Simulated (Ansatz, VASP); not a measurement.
**Two plane-wave programs on NaCaBr3**

```
CELL_PARAMETERS angstrom
5.64131 0.14103 0.00000
0.14103 5.64131 0.00000
0.00000 0.00000 5.64131
ATOMIC_POSITIONS crystal
Na 0.00000 0.00000 0.00000
Ca 0.50000 0.50000 0.50000
Br 0.50000 0.50000 0.00000
Br 0.50000 0.00000 0.50000
Br 0.00000 0.50000 0.50000
```

Change from the starting cell: shear_xy strain +5.0%.

Alike in both runs: task single point; functional PBE; k mesh 4 × 4 × 4; occupations fermi-dirac, width 0.02 eV; no spin polarisation.

|  | VASP | Ansatz |
| --- | --- | --- |
| version | VASP 6.6.1 | Ansatz 0.2.0 |
| potentials or method | VASP PAW PBE potentials, release 64 (Na_pv, Ca_sv, Br) | plane waves, PAW |
| plane-wave cutoff (eV) | 520 | 420 |
| valence electrons in the cell | 38 | 40 |

Ansatz gave:

| Quantity | Value |
| --- | --- |
| gap on the k mesh at the Fermi level (eV) | 3.04 |
| pressure (GPa) | 0.4 |
| largest component of the traceless stress (GPa) | 0.25 |

Q: What did VASP give for the same quantities?

A: gap on the k mesh at the Fermi level (eV): 3.04; pressure (GPa): 0.5; largest component of the traceless stress (GPa): 0.25.

With one functional, cell and mesh, what is left measures potentials, basis and numerics. The two sets of potentials don't hold the same shells in valence.

A k mesh can miss the band edges.
